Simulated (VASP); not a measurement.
OSZICAR of a VASP run on ScSi (relaxed from the wurtzite structure, space group P6_3/mmc):

**OSZICAR**
```
       N       E                     dE             d eps       ncg     rms          rms(c)
DAV:   1     0.387075079952E+03    0.38708E+03   -0.12634E+04   920   0.126E+03
DAV:   2    -0.151970737806E+02   -0.40227E+03   -0.39625E+03  1344   0.641E+02
DAV:   3    -0.484042135126E+02   -0.33207E+02   -0.32094E+02  1581   0.179E+02
DAV:   4    -0.492409193061E+02   -0.83671E+00   -0.82835E+00  1456   0.239E+01
DAV:   5    -0.492523581949E+02   -0.11439E-01   -0.11395E-01  1424   0.305E+00    0.130E+01
DAV:   6    -0.418767194216E+02    0.73756E+01   -0.13341E+01  1252   0.485E+01    0.415E+00
DAV:   7    -0.397987073263E+02    0.20780E+01   -0.14828E+00  1493   0.119E+01    0.254E+00
DAV:   8    -0.417621294899E+02   -0.19634E+01   -0.13347E+00  1035   0.754E+00    0.998E-01
DAV:   9    -0.404946476208E+02    0.12675E+01   -0.58833E-01  1014   0.814E+00    0.566E-01
DAV:  10    -0.400435168588E+02    0.45113E+00   -0.40418E-01  1014   0.624E+00    0.433E-01
DAV:  11    -0.404532639238E+02   -0.40975E+00   -0.17130E-01  1014   0.375E+00    0.142E-01
DAV:  12    -0.405132696524E+02   -0.60006E-01   -0.42913E-02  1235   0.208E+00    0.824E-02
DAV:  13    -0.405074306367E+02    0.58390E-02   -0.10164E-02  1113   0.950E-01    0.742E-02
DAV:  14    -0.404861684447E+02    0.21262E-01   -0.77035E-03  1044   0.891E-01    0.941E-02
DAV:  15    -0.405129200301E+02   -0.26752E-01   -0.11507E-02  1032   0.102E+00    0.293E-02
DAV:  16    -0.405152940430E+02   -0.23740E-02   -0.19365E-03  1298   0.481E-01    0.178E-02
DAV:  17    -0.405152854363E+02    0.86067E-05   -0.11435E-04  1464   0.919E-02    0.122E-02
DAV:  18    -0.405152580770E+02    0.27359E-04   -0.34572E-05  1416   0.495E-02    0.484E-03
DAV:  19    -0.405153790761E+02   -0.12100E-03   -0.56549E-05  1256   0.706E-02    0.140E-02
DAV:  20    -0.405154016643E+02   -0.22588E-04   -0.48955E-05  1416   0.753E-02    0.584E-03
DAV:  21    -0.405154024279E+02   -0.76356E-06   -0.18816E-06   672   0.226E-02
   1 F= -.40515402E+02 E0= -.40514402E+02  d E =-.405154E+02
       N       E                     dE             d eps       ncg     rms          rms(c)
DAV:   1    -0.410091454708E+02   -0.49374E+00   -0.14424E+01  1187   0.534E+01    0.500E+00
DAV:   2    -0.405586471821E+02    0.45050E+00   -0.23855E+00  1292   0.206E+01    0.117E+00
DAV:   3    -0.405395746515E+02    0.19073E-01   -0.43896E-02  1368   0.214E+00    0.618E-01
DAV:   4    -0.405247707776E+02    0.14804E-01   -0.41016E-02  1191   0.130E+00    0.176E-01
DAV:   5    -0.405305358148E+02   -0.57650E-02   -0.74977E-03  1312   0.937E-01    0.144E-01
DAV:   6    -0.405282638484E+02    0.22720E-02   -0.29493E-03  1067   0.548E-01    0.830E-02
DAV:   7    -0.405307843589E+02   -0.25205E-02   -0.13371E-03  1025   0.352E-01    0.142E-02
DAV:   8    -0.405307971976E+02   -0.12839E-04   -0.13790E-04  1391   0.140E-01    0.133E-02
DAV:   9    -0.405307950427E+02    0.21549E-05   -0.23908E-06   822   0.198E-02    0.133E-02
DAV:  10    -0.405307877210E+02    0.73217E-05   -0.27629E-06  1024   0.239E-02    0.107E-02
DAV:  11    -0.405307877354E+02   -0.14334E-07   -0.65865E-05  1399   0.903E-02    0.141E-02
DAV:  12    -0.405308158996E+02   -0.28164E-04   -0.83741E-06  1063   0.336E-02    0.154E-02
DAV:  13    -0.405308130694E+02    0.28302E-05   -0.46373E-06  1050   0.271E-02    0.961E-03
DAV:  14    -0.405308178244E+02   -0.47550E-05   -0.44550E-06  1079   0.274E-02    0.419E-03
DAV:  15    -0.405308184636E+02   -0.63918E-06   -0.72650E-07   591   0.178E-02
   2 F= -.40530818E+02 E0= -.40529966E+02  d E =-.154160E-01
       N       E                     dE             d eps       ncg     rms          rms(c)
DAV:   1    -0.405811971566E+02   -0.50379E-01   -0.14227E+00  1176   0.168E+01    0.155E+00
DAV:   2    -0.405381381899E+02    0.43059E-01   -0.17370E-01  1283   0.567E+00    0.410E-01
DAV:   3    -0.405355583994E+02    0.25798E-02   -0.78764E-03  1440   0.998E-01    0.192E-01
DAV:   4    -0.405340860778E+02    0.14723E-02   -0.50015E-03  1384   0.478E-01    0.656E-02
DAV:   5    -0.405348993487E+02   -0.81327E-03   -0.91749E-04  1372   0.277E-01    0.439E-02
DAV:   6    -0.405347697907E+02    0.12956E-03   -0.27862E-04  1346   0.175E-01    0.248E-02
DAV:   7    -0.405349041226E+02   -0.13433E-03   -0.15021E-04  1108   0.133E-01    0.280E-03
DAV:   8    -0.405349203397E+02   -0.16217E-04   -0.11731E-05  1126   0.389E-02    0.231E-03
DAV:   9    -0.405349096128E+02    0.10727E-04   -0.76064E-06  1222   0.298E-02    0.241E-03
DAV:  10    -0.405349190816E+02   -0.94688E-05   -0.20214E-06   639   0.173E-02    0.761E-04
DAV:  11    -0.405349180212E+02    0.10604E-05   -0.21819E-07   591   0.112E-02    0.707E-04
DAV:  12    -0.405349175751E+02    0.44613E-06   -0.14315E-07   579   0.547E-03
   3 F= -.40534918E+02 E0= -.40534044E+02  d E =-.195151E-01
       N       E                     dE             d eps       ncg     rms          rms(c)
DAV:   1    -0.405350009244E+02   -0.82903E-04   -0.25881E-03  1193   0.716E-01    0.667E-02
DAV:   2    -0.405349180488E+02    0.82876E-04   -0.34594E-04  1288   0.251E-01    0.169E-02
DAV:   3    -0.405349155461E+02    0.25026E-05   -0.11703E-05  1392   0.383E-02    0.823E-03
DAV:   4    -0.405349090695E+02    0.64766E-05   -0.78107E-06   925   0.197E-02    0.279E-03
DAV:   5    -0.405349130030E+02   -0.39336E-05   -0.11836E-06   571   0.150E-02    0.180E-03
DAV:   6    -0.405349107303E+02    0.22727E-05   -0.58450E-07   546   0.131E-02    0.185E-03
DAV:   7    -0.405349114232E+02   -0.69283E-06   -0.29086E-07   546   0.788E-03
   4 F= -.40534911E+02 E0= -.40534040E+02  d E =-.195090E-01
       N       E                     dE             d eps       ncg     rms          rms(c)
DAV:   1    -0.405382669535E+02   -0.33562E-02   -0.19734E-01   991   0.745E+00    0.323E-01
DAV:   2    -0.405360401553E+02    0.22268E-02   -0.10055E-02  1471   0.161E+00    0.178E-01
DAV:   3    -0.405354838252E+02    0.55633E-03   -0.24733E-03  1479   0.666E-01    0.452E-02
DAV:   4    -0.405354291729E+02    0.54652E-04   -0.69699E-04  1238   0.287E-01    0.153E-02
DAV:   5    -0.405354578046E+02   -0.28632E-04   -0.14072E-04  1144   0.142E-01    0.828E-03
DAV:   6    -0.405354575777E+02    0.22694E-06   -0.17383E-05  1166   0.492E-02    0.455E-03
DAV:   7    -0.405354532271E+02    0.43506E-05   -0.60415E-06   919   0.284E-02    0.139E-03
DAV:   8    -0.405354548165E+02   -0.15894E-05   -0.12826E-06   633   0.211E-02    0.123E-03
DAV:   9    -0.405354546803E+02    0.13619E-06   -0.20475E-07   561   0.937E-03
   5 F= -.40535455E+02 E0= -.40534584E+02  d E =-.543257E-03
```

### Question
Which electronic solver shows in the log?

### Answer
It is blocked Davidson (ALGO = Normal, or the opening steps of other solvers). The INCAR had ALGO = Normal.

### Question
Can the final energy be trusted as converged?

### Answer
The run converged. It stopped with EDIFF = 1E-6, NELM = 100, NSW = 60 and EDIFFG = -0.02 after 5 ionic steps (r2SCAN meta-GGA, plane waves, VASP's PBE PAW potentials (set 64)). Energy and stress use the plane-wave basis of the starting cell.

The structure was generated: ScSi was put into the wurtzite type (P6_3mc), which need not be its known phase. This run relaxes it. It ends in space group P6_3/mmc. Symmetry was kept, so distortions that lower it aren't found. The start is the result of an earlier pass.
